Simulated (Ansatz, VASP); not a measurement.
One calculation of Ba2C, two programs

```
CELL_PARAMETERS angstrom
0.00000 3.50665 3.50665
3.50665 0.00000 3.50665
3.50665 3.50665 0.00000
ATOMIC_POSITIONS crystal
C 0.00000 0.00000 0.00000
Ba 0.25000 0.25000 0.25000
Ba 0.75000 0.75000 0.75000
```

The cell was built by a generator and needn't be a form met in nature.

Alike in both runs: task single point; functional r2SCAN; k mesh 4 × 4 × 4; occupations fermi-dirac, width 0.02 eV; no spin polarisation.

|  | VASP | Ansatz |
| --- | --- | --- |
| version | VASP 6.6.1 | Ansatz 0.2.0 |
| potentials or method | VASP PAW PBE potentials, release 64 (C, Ba_sv) | plane waves, PAW |
| plane-wave cutoff (eV) | 520 | 500 |
| valence electrons in the cell | 24 | 24 |

```tsv
	VASP	Ansatz	Ansatz less VASP
pressure (GPa)	1.6	0.2	-1.35
```

Caveats: the k mesh is coarse (spacing up to 0.39 Å⁻¹), so the values aren't converged; the PAW data sets were made with another functional, which shifts forces and pressure a little (VASP). Spin-orbit coupling is left out, which matters for the levels of Ba.
